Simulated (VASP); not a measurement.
A run of VASP 6.6.1 is set up as follows.

POSCAR

```
Mo
1.0
   -1.5838089700      1.5838089700      1.5838089700
    1.5838089700     -1.5838089700      1.5838089700
    1.5838089700      1.5838089700     -1.5838089700
Mo
1
Direct
    0.0000000000      0.0000000000      0.0000000000
```

INCAR.step1

```
  PREC = Accurate
  ENCUT = 600
  EDIFF = 1E-8
  ISMEAR = 0
  SIGMA = 0.1
  LREAL = F
  LASPH = T
  NELM = 60
  ALGO = Normal
  ISIF = 3
  LWAVE = F
  LCHARG = F
  GGA = CA
  IBRION = 2
  NSW = 40
  EDIFFG = -0.002
```

INCAR.step2

```
  PREC = Accurate
  ENCUT = 600
  EDIFF = 1E-8
  ISMEAR = 0
  SIGMA = 0.1
  LREAL = F
  LASPH = T
  NELM = 60
  ALGO = Normal
  ISIF = 3
  LWAVE = F
  LCHARG = F
  GGA = CA
  IBRION = 6
  NFREE = 2
  POTIM = 0.015
  NSW = 1
```

File KPOINTS:

```
Automatic mesh
0
Gamma
  24 24 24
```

Potentials or basis: VASP PAW LDA potentials, release 64 (Mo_sv).

The run is started by

```console
$ cat potpaw_LDA.64/Mo_sv/POTCAR > POTCAR
$ cp INCAR.step1 INCAR
$ mpirun -np 1 vasp_std > vasp.out
$ cp CONTCAR POSCAR
$ cp INCAR.step2 INCAR
$ mpirun -np 1 vasp_std > vasp.out
```

Predict the elastic constants C11, C12, C44.

512, 183, 106 GPa.

What does it give for the Voigt bulk modulus?

293 GPa.

Estimate the space group after relaxing (to 0.05 Å).

Im-3m (No. 229).

Estimate the relaxed volume.

15.12 Å³/atom.

Estimate the relaxed cell.

a = 2.698 Å, b = 2.698 Å, c = 2.698 Å, α = 109.47°, β = 109.47°, γ = 109.47°.

The path:
```tsv
step	energy change (eV)	largest force (eV/Å)	pressure (GPa)	volume (Å³)
1	0.0000	0.0000	-13.05	15.89
2	0.2840	0.0000	56.50	13.10
3	-0.0326	0.0000	-0.91	15.17
4	-0.0327	0.0000	-0.16	15.13
5	-0.0327	0.0000	0.13	15.11
6	-0.0327	0.0000	-0.32	15.14
7	-0.0327	0.0000	0.00	15.12
```
